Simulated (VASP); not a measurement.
```
CsCl
1.0
    4.07301     0.00000     0.00000
    0.00000     4.07301     0.00000
    0.00000     0.00000     4.07301
Cs Cl
1 1
Direct
  0.00000   0.00000   0.00000
  0.50000   0.50000   0.50000
```

Calculation: PBEsol GGA, VASP's PBE PAW potentials (set 64) (plane waves; VASP 6.6.1). Numerical set-up: 480 eV cut-off, 6×6×6 Γ-centred mesh, Gaussian smearing of 0.050 eV, potentials Cs_sv Cl.

Energy and stress use the plane-wave basis of the starting cell.

Problem. The ions, cell shape and volume at an external pressure of 30.0 GPa are relaxed. Which structure does the run end with?

Solution. 
```
CsCl
1.0
    3.47984     0.00000     0.00000
    0.00000     3.47984     0.00000
    0.00000     0.00000     3.47984
Cs Cl
1 1
Direct
  0.00000   0.00000   0.00000
  0.50000   0.50000   0.50000
```
Space group Pm-3m (221), at a tolerance of 0.03 Å.

Problem. How do energy and volume change from the first to the last step?

Solution. The energy (σ→0) changes by +738.4 meV/atom and the volume by -37.6 %, in 17 ionic steps.

The compound is CsCl in the CsCl type structure. This run relaxes it under an external pressure of 30 GPa. Symmetry was kept, so distortions that lower it aren't found.
